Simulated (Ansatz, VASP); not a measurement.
**WSe2 in two plane-wave programs**

One calculation is typed for both programs; each brings its own data sets. How far apart do they land? The cell is taken from a series of runs on this material, whose earlier steps may have relaxed, scaled, displaced or heated it; both programs get it as it stands.

Program: Ansatz 0.2.0. Level of theory: plane waves, with VASP 6.6.1 beside it; PBE0 form with 10 % exact exchange with an exact-exchange share of 0.1. Results are calculated unless marked as measured.

### Step 1. The starting structure

Symmetry: P6_3/mmc, No. 194, hexagonal system. Conventional cell: a = 3.290 Å, b = 3.290 Å, c = 12.970 Å, α = 90.00°, β = 90.00°, γ = 120.00°. Nearest to W lie 6 Se at 2.53 Å. Se has 3 W at 2.53 Å nearest. Farther neighbours and most contacts between anions are not listed.

As a file:

```
W Se
1.0
     3.29000    0.00000    0.00000
    -1.64500    2.84922    0.00000
     0.00000    0.00000   12.97000
W Se
2 4
Direct
  0.33333 0.66667 0.25000
  0.66667 0.33333 0.75000
  0.33333 0.66667 0.62100
  0.66667 0.33333 0.12100
  0.33333 0.66667 0.87900
  0.66667 0.33333 0.37900
```

### Step 2. VASP: G0W0 gap, PBE0 form with 10 % exact exchange with an exact-exchange share of 0.1

Quasiparticle shifts depend on high empty states and on the cores, so they are the hardest test of two PAW sets.

Lines of VASP's logs that name or quote its potential files are left out, and so is its time.

The run reads the wave functions of an earlier VASP run, which isn't shown here.

INCAR reads:

```
SYSTEM = WSe2
PREC = Accurate
ENCUT = 340
ISMEAR = 0
SIGMA = 0.01
LREAL = .FALSE.
LHFCALC = .TRUE.
AEXX = 0.1
GGA = PE
LASPH = .TRUE.
NBANDS = 544
PRECFOCK = Fast
ALGO = EVGW0
NELMGW = 1
ENCUTGW = 150
NOMEGA = 64
NBANDSGW = 48
LWAVE = .FALSE.
LCHARG = .FALSE.
```

POSCAR reads:

```
WSe2
1.0
    3.2900000000      0.0000000000      0.0000000000
   -1.6450000000      2.8492235785      0.0000000000
    0.0000000000      0.0000000000     12.9700000000
W Se
2 4
Direct
    0.3333333333      0.6666666667      0.2500000000
    0.6666666667      0.3333333333      0.7500000000
    0.3333333333      0.6666666667      0.6210000000
    0.6666666667      0.3333333333      0.1210000000
    0.3333333333      0.6666666667      0.8790000000
    0.6666666667      0.3333333333      0.3790000000
```

KPOINTS reads:

```
Automatic mesh
0
Gamma
6 6 2
0 0 0
```

Potentials, in the order of the species: W_sv_GW and Se_GW (PBE family, release 64).

Command:

```sh
> mpirun -np 16 vasp_std
```

Numbers of over 12 decimals in the logs are rounded to 6 here.

The log of the run:

```text
[banner, memory and clock lines left out]
running   16 mpi-ranks, on    1 nodes
 distrk:  each k-point on   16 cores,    1 groups
 distr:  one band on    1 cores,   16 groups

 POSCAR found type information on POSCAR W Se
 POSCAR found :  2 types and       6 ions
|                                                                             |
|           W    W    AA    RRRRR   N    N  II  N    N   GGGG   !!!           |
|           W    W   A  A   R    R  NN   N  II  NN   N  G    G  !!!           |
|           W    W  A    A  R    R  N N  N  II  N N  N  G       !!!           |
|           W WW W  AAAAAA  RRRRR   N  N N  II  N  N N  G  GGG   !            |
|           WW  WW  A    A  R   R   N   NN  II  N   NN  G    G                |
|           W    W  A    A  R    R  N    N  II  N    N   GGGG   !!!           |
|                                                                             |
|     For optimal performance we recommend to set                             |
|       NCORE = 2 up to number-of-cores-per-socket                            |
|     NCORE specifies how many cores store one orbital (NPAR=cpu/NCORE).      |
|     This setting can greatly improve the performance of VASP for DFT.       |
|     The default, NCORE=1 might be grossly inefficient on modern             |
|     multi-core architectures or massively parallel machines. Do your        |
|     Unfortunately you need to use the default for GW and RPA                |
|     calculations (for HF NCORE is supported but not extensively tested      |
|     yet).                                                                   |
|                                                                             |

|                                                                             |
|           W    W    AA    RRRRR   N    N  II  N    N   GGGG   !!!           |
|           W    W   A  A   R    R  NN   N  II  NN   N  G    G  !!!           |
|           W    W  A    A  R    R  N N  N  II  N N  N  G       !!!           |
|           W WW W  AAAAAA  RRRRR   N  N N  II  N  N N  G  GGG   !            |
|           WW  WW  A    A  R   R   N   NN  II  N   NN  G    G                |
|           W    W  A    A  R    R  N    N  II  N    N   GGGG   !!!           |
|                                                                             |
|     The default for ENCUTGWSOFT is different in this version of VASP.       |
|     please manually set ENCUTGWSOFT =150 in the INCAR file.                 |
|                                                                             |

 LDA part: xc-table for (Slater+PW92), standard interpolation
 found WAVECAR, reading the header
 POSCAR, INCAR and KPOINTS ok, starting setup
 FFT: planning ... GRIDC
 FFT: planning ... GRID_SOFT
 FFT: planning ... GRID
 reading WAVECAR
 the WAVECAR file was read successfully
 initial charge from wavefunction
 available memory per node:     18.49 GB, setting MAXMEM to     18932

 The Fermi energy was updated, please check that it is located mid-gap
 values below the HOMO (VB) or above the LUMO (CB) will cause erroneous energies
 E-fermi :   7.0224

 calculate exact exchange contribution
 the WAVEDER file was read successfully
|                                                                             |
|           W    W    AA    RRRRR   N    N  II  N    N   GGGG   !!!           |
|           W    W   A  A   R    R  NN   N  II  NN   N  G    G  !!!           |
|           W    W  A    A  R    R  N N  N  II  N N  N  G       !!!           |
|           W WW W  AAAAAA  RRRRR   N  N N  II  N  N N  G  GGG   !            |
|           WW  WW  A    A  R   R   N   NN  II  N   NN  G    G                |
|           W    W  A    A  R    R  N    N  II  N    N   GGGG   !!!           |
|                                                                             |
|     Automatic setting of frequency mesh for GW failed. Frequency mesh       |
|     properly not suitable for determining QP energies. Consider             |
|     increasing number of kpoints.                                           |
|                                                                             |

energies w=
    0.000    0.000    0.833    0.000    1.665    0.000    2.492    0.000
    3.314    0.000    4.130    0.000    4.937    0.000    5.736    0.000
    6.524    0.000    7.302    0.000    8.069    0.000    8.826    0.000
    9.573    0.000   10.309    0.000   11.037    0.000   11.756    0.000
   12.467    0.000   13.172    0.000   13.871    0.000   14.566    0.000
   15.259    0.000   15.949    0.000   16.640    0.000   17.333    0.000
   18.028    0.000   18.729    0.000   19.436    0.000   20.152    0.000
   20.879    0.000   21.619    0.000   22.374    0.000   23.148    0.000
   23.943    0.000   24.762    0.000   25.609    0.000   26.489    0.000
   27.404    0.000   28.361    0.000   29.365    0.000   30.423    0.000
   31.542    0.000   32.731    0.000   34.000    0.000   35.361    0.000
   36.829    0.000   38.419    0.000   40.153    0.000   42.055    0.000
   44.155    0.000   46.490    0.000   49.106    0.000   52.063    0.000
   55.437    0.000   59.327    0.000   63.864    0.000   69.230    0.000
   75.677    0.000   83.567    0.000   93.445    0.000  106.161    0.000
  123.128    0.000  146.870    0.000  182.398    0.000  241.254    0.000
 responsefunction array rank=     528
 LDA part: xc-table for (Slater+PW92), standard interpolation

 min. memory requirement per mpi rank    558.4 MB, per node   8934.4 MB

 allocating   4 responsefunctions rank=   528
 shmem allocating  64 responsefunctions rank=   528
 response function shared by NCSHMEM nodes    1
 Doing            4  frequencies on each core in blocks of           64
NQ=   1    0.0000    0.0000    0.0000,
|.........|.........|.........|.........|.........|.........|.........|.........
 performed       2670000 updates of chi_q(r,r)
 total number of BLAS operations       5843.73 Gflops
NQ=   2    0.1667    0.0000    0.0000,
|.........|.........|.........|.........|.........|.........|.........|.........
 performed       7742000 updates of chi_q(r,r)
 total number of BLAS operations      16399.28 Gflops
NQ=   3    0.3333    0.0000    0.0000,
|.........|.........|.........|.........|.........|.........|.........|.........
 performed      12814000 updates of chi_q(r,r)
 total number of BLAS operations      26707.93 Gflops
NQ=   4    0.5000    0.0000    0.0000,
|.........|.........|.........|.........|.........|.........|.........|.........
 performed      16529000 updates of chi_q(r,r)
 total number of BLAS operations      34682.53 Gflops
NQ=   5    0.1667    0.1667    0.0000,
|.........|.........|.........|.........|.........|.........|.........|.........
 performed      21601000 updates of chi_q(r,r)
 total number of BLAS operations      45279.52 Gflops
NQ=   6    0.3333    0.1667    0.0000,
|.........|.........|.........|.........|.........|.........|.........|.........
 performed      27300000 updates of chi_q(r,r)
 total number of BLAS operations      56953.78 Gflops
NQ=   7    0.3333    0.3333    0.0000,
|.........|.........|.........|.........|.........|.........|.........|.........
 performed      30492000 updates of chi_q(r,r)
 total number of BLAS operations      63212.24 Gflops
NQ=   8    0.0000    0.0000    0.5000,
|.........|.........|.........|.........|.........|.........|.........|.........
 performed      33162000 updates of chi_q(r,r)
 total number of BLAS operations      68944.77 Gflops
NQ=   9    0.1667    0.0000    0.5000,
|.........|.........|.........|.........|.........|.........|.........|.........
 performed      38234000 updates of chi_q(r,r)
 total number of BLAS operations      79583.27 Gflops
NQ=  10    0.3333    0.0000    0.5000,
|.........|.........|.........|.........|.........|.........|.........|.........
 performed      43306000 updates of chi_q(r,r)
 total number of BLAS operations      89647.93 Gflops
NQ=  11    0.5000    0.0000    0.5000,
|.........|.........|.........|.........|.........|.........|.........|.........
 performed      47021000 updates of chi_q(r,r)
 total number of BLAS operations      97317.61 Gflops
NQ=  12    0.1667    0.1667    0.5000,
|.........|.........|.........|.........|.........|.........|.........|.........
 performed      52093000 updates of chi_q(r,r)
 total number of BLAS operations     107708.23 Gflops
NQ=  13    0.3333    0.1667    0.5000,
|.........|.........|.........|.........|.........|.........|.........|.........
 performed      57792000 updates of chi_q(r,r)
 total number of BLAS operations     119474.96 Gflops
NQ=  14    0.3333    0.3333    0.5000,
|.........|.........|.........|.........|.........|.........|.........|.........
 performed      60984000 updates of chi_q(r,r)
 total number of BLAS operations     126118.47 Gflops
 resolving degeneracies of screened two electron integrals

 calculate QP shifts <psi_nk| G(iteration)W_0 |psi_nk>: iteration 1
 entering main loop
```

From OUTCAR (step 2):

```text
ion  position               nearest neighbor table
   1  0.333  0.667  0.250-   4 2.53   6 2.53   4 2.53   6 2.53   4 2.53   6 2.53
   2  0.667  0.333  0.750-   3 2.53   5 2.53   3 2.53   5 2.53   3 2.53   5 2.53
   3  0.333  0.667  0.621-   2 2.53   2 2.53   2 2.53
   4  0.667  0.333  0.121-   1 2.53   1 2.53   1 2.53
   5  0.333  0.667  0.879-   2 2.53   2 2.53   2 2.53
   6  0.667  0.333  0.379-   1 2.53   1 2.53   1 2.53

  LATTYP: Found a hexagonal cell.
 ALAT       =     3.2900000000
 C/A-ratio  =     3.9422492401

 Subroutine GETGRP returns: Found 24 space group operations
 (whereof 12 operations were pure point group operations)

The static configuration has the point symmetry D_3d.
 The point group associated with its full space group is D_6h.

 Found     14 irreducible k-points:

   k-points           NKPTS =     14   k-points in BZ     NKDIM =     72   number of bands    NBANDS=    544

   dimension x,y,z NGX =    20 NGY =   20 NGZ =   80
   dimension x,y,z NGXF=    40 NGYF=   40 NGZF=  160

   ENCUT  =  340.0 eV  24.99 Ry    5.00 a.u.   4.95  4.95 19.50*2*pi/ulx,y,z

   NELECT =      52.0000    total number of electrons

  energy-cutoff  :      340.00
  volume of cell :      121.58
      direct lattice vectors                 reciprocal lattice vectors
     3.290000000  0.000000000  0.000000000     0.303951368  0.175486404  0.000000000
    -1.645000000  2.849223579  0.000000000     0.000000000  0.350972808  0.000000000
     0.000000000  0.000000000 12.970000000     0.000000000  0.000000000  0.077101002

 k-points in reciprocal lattice and weights: Automatic mesh
   0.00000000  0.00000000  0.00000000       0.014
   0.16666667  0.00000000  0.00000000       0.083
   0.33333333  0.00000000  0.00000000       0.083
   0.50000000  0.00000000  0.00000000       0.042
   0.16666667  0.16666667  0.00000000       0.083
   0.33333333  0.16666667  0.00000000       0.167
   0.33333333  0.33333333  0.00000000       0.028
   0.00000000  0.00000000  0.50000000       0.014
   0.16666667  0.00000000  0.50000000       0.083
[...]
0.33333333  0.16666667  0.50000000       0.167
   0.33333333  0.33333333  0.50000000       0.028

 E-fermi :   7.0224

 QP shifts <psi_nk| G(iteration)W_0 |psi_nk>: iteration 1
 for sc-GW calculations column KS-energies equals QP-energies in previous step
 and V_xc(KS)=  KS-energies - (<T + V_ion + V_H > + <T+V_H+V_ion>^1  + <V_x>^1)
 k-point   1 :       0.0000    0.0000    0.0000
  band No.  KS-energies  QP-energies   sigma(KS)   V_xc(KS)     V^pw_x(r,r')   Z            occupation Imag(sigma)
    ...
     23       4.7240       4.5614     -15.2075     -14.9986     -16.2710       0.7784       2.0000       0.1722
     24       5.1416       5.0320     -14.1950     -14.0533     -15.0601       0.7737       2.0000       0.1707
     25       5.1503       4.7915     -13.4733     -13.0180     -14.9066       0.7880       2.0000       0.1881
     26       6.3126       6.2472     -15.1084     -15.0241     -15.4712       0.7748       2.0000       0.1099
     27       9.4725       9.5418     -13.7270     -13.8160      -9.7280       0.7795       0.0000      -0.2476
     28       9.4725       9.5418     -13.7270     -13.8160      -9.7280       0.7795       0.0000      -0.2476
     29       9.5253       9.5844     -13.6426     -13.7183      -9.6235       0.7797       0.0000      -0.2502
     30       9.5253       9.5844     -13.6426     -13.7183      -9.6235       0.7797       0.0000      -0.2502
    ...

 k-point   2 :       0.1667    0.0000    0.0000
  band No.  KS-energies  QP-energies   sigma(KS)   V_xc(KS)     V^pw_x(r,r')   Z            occupation Imag(sigma)
    ...
     23       4.3460       4.0410     -13.6931     -13.3035     -15.2051       0.7831       2.0000       0.2060
     24       5.1553       5.0660     -14.5055     -14.3899     -15.4067       0.7727       2.0000       0.1713
     25       5.1695       4.8313     -13.4764     -13.0469     -14.9056       0.7875       2.0000       0.1860
     26       5.6029       5.5237     -14.7743     -14.6722     -15.4711       0.7756       2.0000       0.1449
     27       8.4476       8.4575     -13.2533     -13.2660      -9.4729       0.7819       0.0000      -0.2241
     28       9.0086       9.1215     -13.8316     -13.9757      -9.7606       0.7837       0.0000      -0.2393
     29       9.0666       9.0831     -13.7755     -13.7968      -9.9461       0.7761       0.0000      -0.2467
     30       9.1462       9.1677     -13.9050     -13.9328      -9.9327       0.7742       0.0000      -0.2636
    ...

 k-point   3 :       0.3333    0.0000    0.0000
  band No.  KS-energies  QP-energies   sigma(KS)   V_xc(KS)     V^pw_x(r,r')   Z            occupation Imag(sigma)
    ...
     23       4.5080       4.3957     -14.0269     -13.8818     -15.1851       0.7741       2.0000       0.2058
     24       4.5758       4.3206     -14.0759     -13.7481     -15.5669       0.7788       2.0000       0.2065
     25       4.7360       4.4957     -14.2596     -13.9520     -15.6641       0.7811       2.0000       0.1971
     26       4.7687       4.6682     -14.3130     -14.1832     -15.4197       0.7743       2.0000       0.1929
     27       8.3421       8.3767     -13.8035     -13.8480      -9.8812       0.7764       0.0000      -0.2365
     28       8.7220       8.8134     -14.8864     -15.0055     -10.8313       0.7671       0.0000      -0.2569
     29       8.9055       8.9964     -14.9814     -15.1000     -10.8611       0.7668       0.0000      -0.2674
     30       9.1513       9.2056     -14.3784     -14.4488     -10.1858       0.7704       0.0000      -0.2816
    ...

 k-point   4 :       0.5000    0.0000    0.0000
  band No.  KS-energies  QP-energies   sigma(KS)   V_xc(KS)     V^pw_x(r,r')   Z            occupation Imag(sigma)
    ...
     23       4.7702       4.5532     -13.3541     -13.0774     -14.5607       0.7843       2.0000       0.1882
     24       4.8459       4.5329     -13.5661     -13.1682     -15.0125       0.7864       2.0000       0.1937
     25       4.9375       4.7775     -13.8939     -13.6888     -15.0034       0.7806       2.0000       0.1819
     26       5.1030       4.8028     -13.7756     -13.3942     -15.1281       0.7874       2.0000       0.1825
     27       8.9481       9.1020     -16.0154     -16.2185     -11.5943       0.7583       0.0000      -0.2945
     28       8.9911       9.1430     -16.0054     -16.2059     -11.5579       0.7572       0.0000      -0.2982
     29       9.1434       9.2144     -14.4992     -14.5918     -10.1537       0.7676       0.0000      -0.2969
     30       9.5000       9.6015     -15.5818     -15.7157     -10.9564       0.7587       0.0000      -0.3381
    ...

[... 4 further parts left out ...]
```

This run has no spin polarisation, so a moment on W, if there is one, isn't seen.

(Part 1 of 2 ends here.)

[Lines on the potential files, build, host, timing and source positions are cut from VASP's logs without a mark.]

[Logs are printed without paths, hosts, clocks, repeated set-up lines and the standing remarks that a program may print on its own settings, such as how far it seeks lower states.]

[Hosts, paths, dates, database ids (printed as entryN), source tags and the programs' standing remarks are cut or masked in the printed files.]
